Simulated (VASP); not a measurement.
# BeSi (Fm-3m) in VASP: a series of runs

The runs below take BeSi through electric field gradients, optical spectrum, with B3LYP+D4, TPSS+D2.

Everything below comes from runs of VASP 6.6.1. Logs are shortened: lines on timing, memory, paths and dates and some standing lists are left out, and cuts for length are marked.

## (1) Starting point

It takes space group Fm-3m (No. 225, cubic). Conventional cell: a = 4.694 Å, b = 4.694 Å, c = 4.694 Å, α = 90.00°, β = 90.00°, γ = 90.00°. Around Be (site symmetry m-3m) lie 6 Si at 2.35 Å. Si (site symmetry m-3m) has 6 Be at 2.35 Å as nearest neighbours.

The cell was built by a generator and needn't be a form met in nature.

## (2) Electric field gradients, B3LYP+D4

POSCAR

```
BeSi
1.0
    0.0000000000      2.3472000000      2.3472000000
    2.3472000000      0.0000000000      2.3472000000
    2.3472000000      2.3472000000      0.0000000000
Be Si
1 1
Direct
    0.0000000000      0.0000000000      0.0000000000
    0.5000000000      0.5000000000      0.5000000000
```

INCAR.step1

```
PREC = Accurate
ENCUT = 500
ISMEAR = -1
SIGMA = 0.02
LREAL = False
LASPH = True
NELM = 60
ALGO = Normal
ISIF = 2
LWAVE = True
LCHARG = False
GGA = PE
EDIFF = 1E-5
```

INCAR.step2

```
PREC = Accurate
ENCUT = 500
EDIFF = 1E-8
ISMEAR = -1
SIGMA = 0.02
LREAL = False
LASPH = True
NELM = 60
ALGO = Normal
ISIF = 2
LWAVE = False
LCHARG = False
GGA = B3
LHFCALC = True
AEXX = 0.2
AGGAX = 0.72
AGGAC = 0.81
ALDAC = 0.19
PRECFOCK = Fast
HFRCUT = -1
IVDW = 13
LEFG = True
ISTART = 1
```

KPOINTS

```
Automatic mesh
0
Gamma
  5 5 5
```

Potentials or basis: VASP PAW PBE potentials, release 64 (Be, Si).

Launch:

```bash
cat potpaw_PBE.64/Be/POTCAR potpaw_PBE.64/Si/POTCAR > POTCAR
cp INCAR.step1 INCAR
mpirun -np 1 vasp_std > vasp.out
cp INCAR.step2 INCAR
mpirun -np 1 vasp_std > vasp.out
```

OUTCAR:

```text
PREC = Accurate
   ENCUT = 500
   EDIFF = 1E-8
   ISMEAR = -1
   LREAL = False
   LASPH = True
   NELM = 60
   ISIF = 2
   GGA = B3
   LHFCALC = True
   AEXX = 0.2
   PRECFOCK = Fast
   IVDW = 13
   ISTART = 1

 ion  position               nearest neighbor table
   1  0.000  0.000  0.000-   2 2.35   2 2.35   2 2.35   2 2.35   2 2.35   2 2.35
   2  0.500  0.500  0.500-   1 2.35   1 2.35   1 2.35   1 2.35   1 2.35   1 2.35

  LATTYP: Found a face centered cubic cell.
 ALAT       =     4.6944000000

  Lattice vectors:

 A1 = (   0.0000000000,   2.3472000000,   2.3472000000)
 A2 = (   2.3472000000,   0.0000000000,   2.3472000000)
 A3 = (   2.3472000000,   2.3472000000,   0.0000000000)

Analysis of symmetry for initial positions (statically):
=====================================================================
 Subroutine PRICEL returns:
 Original cell was already a primitive cell.

 Routine SETGRP: Setting up the symmetry group for a
 face centered cubic supercell.

 Subroutine GETGRP returns: Found 48 space group operations
 (whereof 48 operations were pure point group operations)
 out of a pool of 48 trial point group operations.

The static configuration has the point symmetry O_h .

Analysis of symmetry for dynamics (positions and initial velocities):
=====================================================================
 Subroutine PRICEL returns:
 Original cell was already a primitive cell.

 Routine SETGRP: Setting up the symmetry group for a
 face centered cubic supercell.

 Subroutine GETGRP returns: Found 48 space group operations
 (whereof 48 operations were pure point group operations)
 out of a pool of 48 trial point group operations.

The dynamic configuration has the point symmetry O_h .

 Subroutine INISYM returns: Found 48 space group operations
 (whereof 48 operations are pure point group operations),
 and found     1 'primitive' translations

----------------------------------------------------------------------------------------

                                     Primitive cell

  volume of cell :      25.8631

[... 121 lines left out ...]
  ---------------------------------------------------
  ext. energy  EPLUGINS =         0.00000000
  ---------------------------------------------------
  free energy    TOTEN  =        -7.61088683 eV

  energy without entropy =       -7.60556344  energy(sigma->0) =       -7.60822513

 E-fermi :   7.3917     XC(G=0):  -8.1993

 val. band max:        6.3066899906   @ k =   0.2000   0.0000   0.0000
 cond. band min:       7.3917272523   @ k =   0.4000   0.2000   0.0000
 fundamental gap:      1.0850372616
 Fermi energy:         7.3917272410

 k-point     1 :       0.0000    0.0000    0.0000
  band No.  band energies     occupation
      1      -6.5511      2.00000
      2      10.6530      0.00000
      3      10.6530      0.00000
      4      10.6530      0.00000
      5      16.3485      0.00000
      6      16.3485      0.00000
      7      16.3485      0.00000
[... 81 lines left out ...]
 k-point    10 :      -0.4000    0.4000    0.2000
  band No.  band energies     occupation
      1      -1.3702      2.00000
      2       2.7161      2.00000
      3       3.2089      2.00000
      4       4.9810      2.00000
      5      13.2420      0.00000
      6      15.5700      0.00000
      7      16.3285      0.00000

------------------------ aborting loop because EDIFF is reached ----------------------------------------

  DFT-D4 for vdW energy calculation

  Edisp (eV):   -0.92075

  FORCE on cell =-STRESS in cart. coord.  units (eV):
  Direction    XX          YY          ZZ          XY          YZ          ZX
  --------------------------------------------------------------------------------------
  -------------------------------------------------------------------------------------
  Total      -0.51015    -0.51015    -0.51015     0.00000     0.00000    -0.00000
  in kB     -31.60321   -31.60321   -31.60321     0.00000     0.00000    -0.00000
  external pressure =      -31.60 kB  Pullay stress =        0.00 kB

 VOLUME and BASIS-vectors are now :
 -----------------------------------------------------------------------------
  energy-cutoff  :      500.00
  volume of cell :       25.86
      direct lattice vectors                 reciprocal lattice vectors
     0.000000000  2.347200000  2.347200000    -0.213019768  0.213019768  0.213019768
     2.347200000  0.000000000  2.347200000     0.213019768 -0.213019768  0.213019768
     2.347200000  2.347200000  0.000000000     0.213019768  0.213019768 -0.213019768

 POSITION                                       TOTAL-FORCE (eV/Angst)
 -----------------------------------------------------------------------------------
      0.00000      0.00000      0.00000        -0.000000      0.000000     -0.000000
      2.34720      2.34720      2.34720         0.000000     -0.000000      0.000000
 -----------------------------------------------------------------------------------
    total drift:                               -0.000000     -0.000000      0.000000

  FREE ENERGIE OF THE ION-ELECTRON SYSTEM (eV)
  ---------------------------------------------------
  free  energy   TOTEN  =        -8.5316385505 eV

  energy  without entropy=       -8.5263151621  energy(sigma->0) =       -8.52897686

 Electric field gradients (V/A^2)
---------------------------------------------------------------------
 ion       V_xx      V_yy      V_zz      V_xy      V_xz      V_yz
---------------------------------------------------------------------
   1      -0.000     0.000     0.000    -0.000    -0.000    -0.000
   2      -0.000     0.000     0.000    -0.000    -0.000    -0.000
---------------------------------------------------------------------

 Electric field gradients after diagonalization (V/A^2)
 (convention: |V_zz| > |V_xx| > |V_yy|)
----------------------------------------------------------------------
 ion       V_xx      V_yy      V_zz     asymmetry (V_yy - V_xx)/ V_zz
----------------------------------------------------------------------
   1       0.000     0.000    -0.000       0.119
   2       0.000     0.000    -0.000       0.114
----------------------------------------------------------------------

           NMR quadrupolar parameters

 Cq : quadrupolar parameter    Cq=e*Q*V_zz/h
 eta: asymmetry parameters     (V_yy - V_xx)/ V_zz
 Q  : nuclear electric quadrupole moment in mb (millibarn)
----------------------------------------------------------------------
 ion       Cq(MHz)       eta       Q (mb)
----------------------------------------------------------------------
   1      -0.000       0.119       1.000
   2      -0.000       0.114       1.000
----------------------------------------------------------------------
```

OUTCAR.step1:

```text
PREC = Accurate
   ENCUT = 500
   ISMEAR = -1
   LREAL = False
   LASPH = True
[... 305 lines left out ...]
      0.00000      0.00000      0.00000         0.000000      0.000000      0.000000
      2.34720      2.34720      2.34720        -0.000000     -0.000000     -0.000000
 -----------------------------------------------------------------------------------
    total drift:                                0.000000     -0.000000     -0.000000

  FREE ENERGIE OF THE ION-ELECTRON SYSTEM (eV)
  ---------------------------------------------------
  free  energy   TOTEN  =        -8.0177315874 eV

  energy  without entropy=       -8.0099945596  energy(sigma->0) =       -8.01386307
```

It took 46 s on 1 thread of AMD EPYC 9R45 (Zen 5), shared host; peak memory 0.1 GiB.

What came out:

* Free energy: -8.5316 eV
* Pressure: -3.2 GPa
* Band gap on the k mesh: none (metal or under the smearing width)
* Dispersion energy per atom: -0.460 eV

Levels at points of the mesh, in eV from the Fermi level:
| k point | band 1 | band 2 | band 3 | band 4 | band 5 | band 6 | band 7 |
| --- | --- | --- | --- | --- | --- | --- | --- |
| (0.00, 0.00, 0.00) | -13.94 | 3.26 | 3.26 | 3.26 | 8.96 | 8.96 | 8.96 |

Electric field gradients, principal values (V/Å²):
```csv
atom,Vxx,Vyy,Vzz
1 Be,0.000,0.000,0.000
2 Si,0.000,0.000,0.000
```

Caveat: the k mesh is coarse (spacing up to 0.46 Å⁻¹), so the values aren't converged, least of all with exact exchange; the PAW data sets were made with another functional, which shifts forces and pressure a little; pairwise dispersion overbinds metals, which lowers pressure and volume.

(Continued in part 2 of 2.)
